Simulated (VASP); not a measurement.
Calculation: PW91 GGA, VASP's PBE PAW potentials (set 64) (plane waves; VASP). For the first row: Settings: 520 eV cut-off, 7×7×7 Γ-centred mesh, Gaussian smearing of 0.050 eV, potentials K_sv Cl.

```
system           energy (eV/atom)
---------------  ----------------
KCl (rock salt)           -3.4359
K atom                    -0.1793
Cl atom                   -0.2320
```

Atoms are spin-polarised in a large box without symmetry, with the spin fixed by Hund's rule, and may not be in the lowest state of each functional; no zero-point energy is added.

### Question
What is the cohesive energy per atom of KCl?

### Answer
The references average (1×(-0.1793) + 1×(-0.2320))/2 = -0.2056 eV, so the cohesive energy is -0.2056 − (-3.4359) = 3.230 eV/atom. Measured: 3.370 eV/atom at 0 K (as given by Klaus Doll et al., Physical review. B, Condensed matter (1997), arXiv:cond-mat/9707218; zero-point energy (Debye estimate) added; relative to neutral atoms).
